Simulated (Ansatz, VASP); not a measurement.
## One calculation of YF7, two programs

File INCAR:

```
ALGO = Normal
EDIFF = 1E-6
EDIFFG = -0.04
ENCUT = 600
GGA = PE
IBRION = 2
ISIF = 3
ISMEAR = 0
ISPIN = 2
LASPH = T
LCHARG = F
LMAXMIX = 4
LORBIT = 11
LREAL = F
LWAVE = F
MAGMOM = 0 1 1 1 1 1 1 1
NELM = 150
NSW = 90
PREC = Accurate
SIGMA = 0.1
```

Contents of KPOINTS:

```
k-points
0
Gamma
  4 4 4
```

File POSCAR:

```
YF7
1.0
    0.0000000000      3.7658046800      3.7658046800
    3.7658046800      0.0000000000      3.7658046800
    3.7658046800      3.7658046800      0.0000000000
Y F
1 7
Direct
    0.0000000000      0.0000000000      0.0000000000
    0.5000000000      0.5000000000      0.5000000000
    0.0000000000      0.0000000000      0.5000000000
    0.5000000000      0.0000000000      0.5000000000
    0.0000000000      0.5000000000      0.5000000000
    0.5000000000      0.5000000000      0.0000000000
    0.0000000000      0.5000000000      0.0000000000
    0.5000000000      0.0000000000      0.0000000000
```

Input for Ansatz:

```yaml
crystal:
  lattice:
    - [0.0, 3.76580468, 3.76580468]
    - [3.76580468, 0.0, 3.76580468]
    - [3.76580468, 3.76580468, 0.0]
  atoms:
    - { symbol: "Y", position: [0.0, 0.0, 0.0] }
    - { symbol: F, position: [0.5, 0.5, 0.5], spin: 1.0 }
    - { symbol: F, position: [0.0, 0.0, 0.5], spin: 1.0 }
    - { symbol: F, position: [0.5, 0.0, 0.5], spin: 1.0 }
    - { symbol: F, position: [0.0, 0.5, 0.5], spin: 1.0 }
    - { symbol: F, position: [0.5, 0.5, 0.0], spin: 1.0 }
    - { symbol: F, position: [0.0, 0.5, 0.0], spin: 1.0 }
    - { symbol: F, position: [0.5, 0.0, 0.0], spin: 1.0 }
basis:
  ecutwfc: 420
kpoints:
  mp_grid: { grid: [4, 4, 4] }
hamiltonian:
  xc: pbe
scf:
  occupations: { method: gaussian, width: 0.1 }
  lower_state_search: "off"
output:
  forces: true
  stress: true
  eigenvalues: true
  populations: true
magnetization:
  spin_polarized: true
relax:
  adjacent_minimum: "off"
  f_tol: 0.04
  max_steps: 70
  cell: { stress_tol: 0.4 }
```

Change from the starting cell: species swapped into the LiPd7 type (Fm-3m, No. 225).

Alike in both runs: task relaxation of cell and atoms; functional PBE; k mesh 4 × 4 × 4; occupations gaussian, width 0.1 eV; collinear spin.

```csv
,VASP,Ansatz
version,VASP 6.6.1,Ansatz 0.2.0
potentials or method,"VASP PAW PBE potentials, release 64 (Y_sv, F)","scalar-relativistic, plane waves, PAW"
plane-wave cutoff (eV),600,420
valence electrons in the cell,60,60
```

|  | VASP | Ansatz | Ansatz less VASP |
| --- | --- | --- | --- |
| gap on the k mesh at the Fermi level, each at its own relaxed structure (eV) | none | none | - |
| net moment per atom (μB) | 0.50 | 0.50 | 0.000 |
| size of the moment on the site where the two differ most (μB) | 0.83 | 0.90 | +0.074 |
| relaxed volume (Å³/atom) | 10.70 | 10.79 | +0.092 |
| relaxed cell length with the largest relative difference (Å) | 4.947 | 4.961 | +0.0142 |
| energy change over the relaxation (meV/atom) | -122 | -112 | +9.5 |

Site moments also hang on the region over which each program counts them. A gap of «none» marks a metal or a gap that the smearing closes.

Caveats: the k mesh is coarse (spacing up to 0.36 Å⁻¹), so the values aren't converged; the volume moved by over 15 % at a fixed basis, so the end points are rough (VASP).
